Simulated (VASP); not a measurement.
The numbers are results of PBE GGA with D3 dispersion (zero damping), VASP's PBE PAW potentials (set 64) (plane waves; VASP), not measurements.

Input for VASP

**KPOINTS**
```
k-points along high-symmetry lines
15
Line-mode
Reciprocal
  0.000000   0.000000   0.000000 ! GAMMA
 -0.500000  -0.500000   0.000000 ! X

 -0.500000  -0.500000   0.000000 ! X
 -0.375000  -0.375000   0.250000 ! U

 -0.375000  -0.000000   0.375000 ! K
  0.000000   0.000000   0.000000 ! GAMMA

  0.000000   0.000000   0.000000 ! GAMMA
 -0.000000  -0.000000   0.500000 ! L

 -0.000000  -0.000000   0.500000 ! L
 -0.500000  -0.250000   0.250000 ! W

 -0.500000  -0.250000   0.250000 ! W
 -0.500000  -0.500000   0.000000 ! X
```

File POSCAR:
```
AlN
2.190
  0.0000000000   1.0000000000   1.0000000000
  1.0000000000   0.0000000000   1.0000000000
  1.0000000000   1.0000000000   0.0000000000
Al N
1 1
direct
  0.0000000000   0.0000000000   0.0000000000
  0.2500000000   0.2500000000   0.2500000000
```

**INCAR**
```
SYSTEM = AlN
PREC = Accurate; ENCUT = 520; LREAL = .FALSE.
LASPH = .TRUE.; ICHARG = 11
EDIFF = 1E-7; NELM = 100; ALGO = Normal
ISMEAR = 0; SIGMA = 0.05
GGA = PE; IVDW = 11
LWAVE = .FALSE.; LCHARG = .FALSE.; LORBIT = 11
```

POTCAR, in this order: Al N (PBE.64 set). Program: vasp_std. Read from the step before: CHGCAR.

The run wrote:

**OSZICAR**
```
       N       E                     dE             d eps       ncg     rms          rms(c)
DAV:   1     0.100754861548E+02    0.10075E+02   -0.39178E+03  1472   0.818E+02
DAV:   2    -0.134196086267E+02   -0.23495E+02   -0.22385E+02  2024   0.127E+02
DAV:   3    -0.138274086989E+02   -0.40780E+00   -0.40780E+00  1576   0.220E+01
DAV:   4    -0.138291405575E+02   -0.17319E-02   -0.17319E-02  2168   0.134E+00
DAV:   5    -0.138291471890E+02   -0.66315E-05   -0.66315E-05  1632   0.588E-02
DAV:   6    -0.138291472586E+02   -0.69672E-07   -0.69672E-07  2184   0.504E-03
   1 F= -.14154991E+02 E0= -.14154991E+02  d E =-.416293E-13
```

### OUTCAR
```
 val. band max:        5.8922610621   @ k =   0.0000   0.0000   0.0000

 cond. band min:       9.2060122668   @ k =  -0.5000  -0.5000   0.0000



 k-point     1 :       0.0000    0.0000    0.0000
  band No.  band energies     occupation
      1      -9.0407      2.00000
      2       5.8923      2.00000
      3       5.8923      2.00000
      4       5.8923      2.00000
      5      10.0156      0.00000
      6      18.3714      0.00000
      7      18.3714      0.00000
      8      18.3714      0.00000

 k-point     2 :      -0.0357   -0.0357    0.0000
  band No.  band energies     occupation
      1      -9.0158      2.00000
      2       5.7694      2.00000
      3       5.8648      2.00000
      4       5.8648      2.00000
      5      10.1502      0.00000
      6      18.2829      0.00000
      7      18.4084      0.00000
      8      18.4084      0.00000

 k-point     3 :      -0.0714   -0.0714    0.0000
  band No.  band energies     occupation
      1      -8.9417      2.00000
      2       5.4451      2.00000
      3       5.7848      2.00000
      4       5.7848      2.00000
      5      10.5042      0.00000
      6      18.0356      0.00000
      7      18.5167      0.00000
      8      18.5167      0.00000

 k-point     4 :      -0.1071   -0.1071    0.0000
  band No.  band energies     occupation
      1      -8.8196      2.00000
      2       5.0026      2.00000
      3       5.6593      2.00000
      4       5.6593      2.00000
      5      10.9740      0.00000
      6      17.6749      0.00000
      7      18.6897      0.00000
      8      18.6897      0.00000

 k-point     5 :      -0.1429   -0.1429    0.0000
  band No.  band energies     occupation
      1      -8.6523      2.00000
      2       4.5070      2.00000
      3       5.4984      2.00000
      4       5.4984      2.00000
      5      11.4533      0.00000
      6      17.2557      0.00000
      7      18.9178      0.00000
      8      18.9184      0.00000
...
```

The density is held fixed in this step, so its total energy and stress have no physical meaning.

The compound is AlN in the zinc blende structure, a metastable form; wurtzite is the usual one. The cell was not relaxed at this level.
